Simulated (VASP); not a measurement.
# LiBe (Pm-3m) in VASP: reference runs

Aim: a first look at LiBe with PBE, on the cell as given and on a disturbed one, and energy against volume gives the equilibrium volume and stiffness.

Program: VASP 6.6.1. These are calculated values, not measurements. Logs are shortened: lines on timing, memory, paths and dates and some standing lists are left out, and cuts for length are marked.

**1. Starting point**

The structure is cubic, space group Pm-3m (No. 221). The conventional cell has a = 2.811 Å, b = 2.811 Å, c = 2.811 Å, α = 90.00°, β = 90.00°, γ = 90.00°. Be (site symmetry m-3m) is surrounded by 8 Li at 2.43 Å. Around Li (site symmetry m-3m) lie 8 Be at 2.43 Å.

The cell comes from a database or a generator and needn't be the stable form of this composition.

**2. Single point, PBE**

Input file INCAR:

```
PREC = Accurate ; ENCUT = 520
EDIFF = 1E-7 ; ISMEAR = -1
SIGMA = 0.05 ; LREAL = F
LASPH = T ; NELM = 80
ALGO = Normal ; ISIF = 2
LWAVE = F ; LCHARG = F
GGA = PE ; NBANDS = 10
```

Input file KPOINTS:

```
regular mesh
0
Gamma
  9 9 9
```

Input file POSCAR:

```
LiBe
1.0
    2.8111530000      0.0000000000      0.0000000000
    0.0000000000      2.8111530000      0.0000000000
    0.0000000000      0.0000000000      2.8111530000
Be Li
1 1
Direct
    0.5000000000      0.5000000000      0.5000000000
    0.0000000000      0.0000000000      0.0000000000
```

Potentials or basis: VASP PAW PBE potentials, release 64 (Be, Li_sv).

Command:

```bash
$ cat potpaw_PBE.64/Be/POTCAR potpaw_PBE.64/Li_sv/POTCAR > POTCAR
$ mpirun -np 1 vasp_std > vasp.out
```

OUTCAR:

```text
PREC = Accurate
   ENCUT = 520
   EDIFF = 1E-7
   ISMEAR = -1
   LREAL = F
   LASPH = T
   NELM = 80
   ISIF = 2
   GGA = PE

 ion  position               nearest neighbor table
   1  0.500  0.500  0.500-   2 2.43   2 2.43   2 2.43   2 2.43   2 2.43   2 2.43   2 2.43   2 2.43

   2  0.000  0.000  0.000-   1 2.43   1 2.43   1 2.43   1 2.43   1 2.43   1 2.43   1 2.43   1 2.43

  LATTYP: Found a simple cubic cell.
 ALAT       =     2.8111530000

  Lattice vectors:

 A1 = (   2.8111530000,   0.0000000000,   0.0000000000)
 A2 = (   0.0000000000,   2.8111530000,   0.0000000000)
 A3 = (   0.0000000000,   0.0000000000,   2.8111530000)

Analysis of symmetry for initial positions (statically):
=====================================================================
 Subroutine PRICEL returns:
 Original cell was already a primitive cell.

 Routine SETGRP: Setting up the symmetry group for a
 simple cubic supercell.

 Subroutine GETGRP returns: Found 48 space group operations
 (whereof 48 operations were pure point group operations)
 out of a pool of 48 trial point group operations.

The static configuration has the point symmetry O_h .

Analysis of symmetry for dynamics (positions and initial velocities):
=====================================================================
 Subroutine PRICEL returns:
 Original cell was already a primitive cell.

 Routine SETGRP: Setting up the symmetry group for a
 simple cubic supercell.

 Subroutine GETGRP returns: Found 48 space group operations
 (whereof 48 operations were pure point group operations)
 out of a pool of 48 trial point group operations.

The dynamic configuration has the point symmetry O_h .

 Subroutine INISYM returns: Found 48 space group operations
 (whereof 48 operations are pure point group operations),
 and found     1 'primitive' translations

----------------------------------------------------------------------------------------

                                     Primitive cell

  volume of cell :      22.2154

  direct lattice vectors                    reciprocal lattice vectors
     2.811153000  0.000000000  0.000000000     0.355725925  0.000000000  0.000000000
     0.000000000  2.811153000  0.000000000     0.000000000  0.355725925  0.000000000
     0.000000000  0.000000000  2.811153000     0.000000000  0.000000000  0.355725925

  length of vectors
[... 83 lines left out ...]
   LREAL  =      F    real-space projection
   EDIFFG = 0.1E-05   stopping-criterion for IOM
   NSW    =      0    number of steps for IOM
   IBRION =     -1    ionic relax: 0-MD 1-quasi-New 2-CG
   NFREE  =      0    steps in history (QN), initial steepest desc. (CG)
   ISIF   =      2    stress and relaxation
   ISYM   =      2    0-nonsym 1-usesym 2-fastsym
   POTIM  = 0.5000    time-step for ionic-motion
   TEBEG  =    0.0;   TEEND  =   0.0 temperature during run
   PSTRESS=    0.0 pullay stress
   NELECT =       5.0000    total number of electrons
   NUPDOWN=      -1.0000    fix difference up-down
   EMIN   =  10.00;   EMAX   =-10.00  energy-range for DOS
   EFERMI =   0.00;   METHOD = LEGACY
   ISMEAR =    -1;   SIGMA  =   0.05  broadening in eV -4-tet -1-fermi 0-gaus
   EFERMI_NEDOS =   21; number of points for ismear=-14 and -15
   IALGO  =     38    algorithm
   IMIX   =      4    mixing-type and parameters
     AMIX     =   0.40;   BMIX     =  1.00
     AMIX_MAG =   1.60;   BMIX_MAG =  1.00
  volume/ion in A,a.u.               =      11.11        74.96
  Fermi-wavevector in a.u.,A,eV,Ry     =   0.995819  1.881825 13.492288  0.991655
  Thomas-Fermi vector in A             =   2.127865
   LORBIT       =      0    0 simple, 1 ext, 2 COOP (PROOUT), +10 PAW based schemes
   GGA     = PE    functional components
[... 5 lines left out ...]
 non-spin polarized calculation
  energy-cutoff  :      520.00
  volume of cell :       22.22
 maximum number of plane-waves:       619
 NGX is ok and might be reduce to    24
   NGX = 11   NGY = 11   NGZ = 11

 number of electron       5.0000006 magnetization

 Free energy of the ion-electron system (eV)
  ---------------------------------------------------
  ext. energy  EPLUGINS =         0.00000000
  ---------------------------------------------------
  free energy    TOTEN  =        -4.91831742 eV

  energy without entropy =       -4.90871179  energy(sigma->0) =       -4.91351460

 E-fermi :   2.9584     XC(G=0):  -9.1536

 val. band max:        2.9564935356   @ k =   0.3333   0.1111   0.1111
 cond. band min:       2.9878450368   @ k =   0.4444   0.4444   0.3333
 fundamental gap:      0.0313515012
 Fermi energy:         2.9583766020

 k-point     1 :       0.0000    0.0000    0.0000
  band No.  band energies     occupation
      1     -41.7553      2.00000
      2      -3.6005      2.00000
      3       9.0857      0.00000
      4       9.0857      0.00000
      5       9.0857      0.00000
      6      13.6209      0.00000
      7      13.6209      0.00000
      8      21.6025      0.00000
      9      22.6427      0.00000
     10      22.6427      0.00000
[... 287 lines left out ...]
 k-point    24 :       0.4444    0.3333    0.1111
  band No.  band energies     occupation
      1     -41.7204      2.00000
      2       0.4799      2.00000
      3       2.0168      2.00000
      4       6.1981      0.00000
      5      10.1706      0.00000
      6      12.1483      0.00000
      7      16.2740      0.00000
      8      17.5699      0.00000
      9      19.5685      0.00000
     10      24.1179      0.00000

 [... further k-points ...]

------------------------ aborting loop because EDIFF is reached ----------------------------------------

  FORCE on cell =-STRESS in cart. coord.  units (eV):
  Direction    XX          YY          ZZ          XY          YZ          ZX
  --------------------------------------------------------------------------------------
  -------------------------------------------------------------------------------------
  Total        0.0470012      0.0470012      0.0470012     -0.0000000     -0.0000000     -0.0000000
  in kB        3.3897370      3.3897370      3.3897370     -0.0000000     -0.0000000     -0.0000000
  external PRESSURE =       3.3897370 kB  Pullay stress =       0.0000000 kB

 VOLUME and BASIS-vectors are now :
 -----------------------------------------------------------------------------
  energy-cutoff  :      520.00
  volume of cell :       22.22
      direct lattice vectors                 reciprocal lattice vectors
     2.811153000  0.000000000  0.000000000     0.355725925  0.000000000  0.000000000
     0.000000000  2.811153000  0.000000000     0.000000000  0.355725925  0.000000000
     0.000000000  0.000000000  2.811153000     0.000000000  0.000000000  0.355725925

 POSITION                                       TOTAL-FORCE (eV/Angst)
 -----------------------------------------------------------------------------------
      1.40558      1.40558      1.40558         0.000000      0.000000      0.000000
      0.00000      0.00000      0.00000         0.000000      0.000000      0.000000
 -----------------------------------------------------------------------------------
    total drift:                               -0.000000      0.000000      0.000000

  FREE ENERGIE OF THE ION-ELECTRON SYSTEM (eV)
  ---------------------------------------------------
  free  energy   TOTEN  =        -4.9183174225 eV

  energy  without entropy=       -4.9087117865  energy(sigma->0) =       -4.91351460
```

OSZICAR:

```text
N       E                     dE             d eps       ncg     rms          rms(c)
DAV:   1     0.197861839520E+01    0.19786E+01   -0.15901E+03   700   0.412E+02
DAV:   2    -0.472282231185E+01   -0.67014E+01   -0.63574E+01   984   0.672E+01
DAV:   3    -0.492104537853E+01   -0.19822E+00   -0.19209E+00   926   0.830E+00
DAV:   4    -0.492357211161E+01   -0.25267E-02   -0.25249E-02  1000   0.943E-01
DAV:   5    -0.492358627069E+01   -0.14159E-04   -0.14158E-04   908   0.605E-02    0.610E-01
DAV:   6    -0.491937096699E+01    0.42153E-02   -0.14078E-03  1060   0.174E-01    0.385E-01
DAV:   7    -0.491837994318E+01    0.99102E-03   -0.35474E-03   918   0.312E-01    0.533E-02
DAV:   8    -0.491831815363E+01    0.61790E-04   -0.15227E-04   948   0.821E-02    0.853E-03
DAV:   9    -0.491831743311E+01    0.72052E-06   -0.57833E-06   816   0.194E-02    0.130E-03
DAV:  10    -0.491831742253E+01    0.10583E-07   -0.29994E-07   936   0.461E-03
   1 F= -.49183174E+01 E0= -.49135146E+01  d E =-.960564E-02
```

Run time: 2.8 s. Hardware: 1 thread of Intel Xeon 6975P-C (Granite Rapids), shared host; peak memory 0.13 GiB.

Results:

```
Free energy            : -4.9183 eV
Band gap on the k mesh : none (metal or under the smearing width)
```

Caveat: the cutoff is under 1.25 times the usual one of these potentials, so pressure, stress and relaxed cells hold a basis-set (Pulay) error.

(Continued in part 2 of 2.)
